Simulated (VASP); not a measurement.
Method: PW91 GGA, VASP's PBE PAW potentials (set 64) (plane waves; VASP).

VASP ran on this input.

POSCAR:
```
Ag
1
    0.0000000000     2.0938313165     2.0938313165
    2.0938313165     0.0000000000     2.0938313165
    2.0938313165     2.0938313165     0.0000000000
Ag
1
Direct
  0.0000000000   0.0000000000   0.0000000000
```

### KPOINTS
```
Automatic mesh
0
Gamma
15 15 15
0 0 0
```

**INCAR**
```
SYSTEM=Ag
PREC=Accurate; ENCUT=520; LREAL=.FALSE.
LASPH=.TRUE.
EDIFF=1E-7; NELM=100; ALGO=Normal
LMAXMIX=4
ISMEAR=1; SIGMA=0.1
GGA=91
ISIF=2
LWAVE=.FALSE.; LCHARG=.FALSE.
```

POTCAR, in this order: Ag (PBE.64 set). Program: vasp_std.

Output of the run:

### OSZICAR
```
       N       E                     dE             d eps       ncg     rms          rms(c)
DAV:   1     0.428660028020E+02    0.42866E+02   -0.57273E+03  2280   0.109E+03
DAV:   2    -0.263664314506E+01   -0.45503E+02   -0.43219E+02  2198   0.202E+02
DAV:   3    -0.300447126884E+01   -0.36783E+00   -0.36772E+00  2604   0.224E+01
DAV:   4    -0.300526678966E+01   -0.79552E-03   -0.79551E-03  2449   0.972E-01
DAV:   5    -0.300527308258E+01   -0.62929E-05   -0.62925E-05  2473   0.786E-02    0.438E+00
DAV:   6    -0.275082582639E+01    0.25445E+00   -0.12948E+00  2201   0.121E+01    0.283E+00
DAV:   7    -0.274474982968E+01    0.60760E-02   -0.66063E-03  2355   0.940E-01    0.163E+00
DAV:   8    -0.274212293488E+01    0.26269E-02   -0.60388E-04  2244   0.249E-01    0.544E-02
DAV:   9    -0.274213039542E+01   -0.74605E-05   -0.69875E-06  2526   0.243E-02    0.123E-02
DAV:  10    -0.274213584962E+01   -0.54542E-05   -0.29582E-06  2365   0.214E-02    0.428E-03
DAV:  11    -0.274213562074E+01    0.22888E-06   -0.36172E-08  1739   0.198E-03    0.305E-04
DAV:  12    -0.274213558312E+01    0.37621E-07   -0.42223E-09  1102   0.703E-04
   1 F= -.27421356E+01 E0= -.27419308E+01  d E =-.614329E-03
```

### OUTCAR
```
------------------------ aborting loop because EDIFF is reached ----------------------------------------
  FORCE on cell =-STRESS in cart. coord.  units (eV):
  Direction    XX          YY          ZZ          XY          YZ          ZX
  --------------------------------------------------------------------------------------
  Total       -0.2844481     -0.2844481     -0.2844481     -0.0000000      0.0000000     -0.0000000
  in kB      -24.8232477    -24.8232477    -24.8232477     -0.0000000      0.0000000     -0.0000000
  external PRESSURE =     -24.8232477 kB  Pullay stress =       0.0000000 kB
  volume of cell :       18.36
      direct lattice vectors                 reciprocal lattice vectors
     0.000000000  2.093831317  2.093831317    -0.238796696  0.238796696  0.238796696
     2.093831317  0.000000000  2.093831317     0.238796696 -0.238796696  0.238796696
     2.093831317  2.093831317  0.000000000     0.238796696  0.238796696 -0.238796696
 POSITION                                       TOTAL-FORCE (eV/Angst)
 -----------------------------------------------------------------------------------
      0.00000      0.00000      0.00000        -0.000000     -0.000000     -0.000000
 -----------------------------------------------------------------------------------
    total drift:                               -0.000000      0.000000     -0.000000
  FREE ENERGIE OF THE ION-ELECTRON SYSTEM (eV)
  ---------------------------------------------------
  free  energy   TOTEN  =        -2.7421355831 eV

  energy  without entropy=       -2.7415212539  energy(sigma->0) =       -2.74193081
```
(Selected blocks of OUTCAR.)

The compound is Ag in the fcc structure. This cell is one point of a volume scan, at 1.03 of the reference volume.
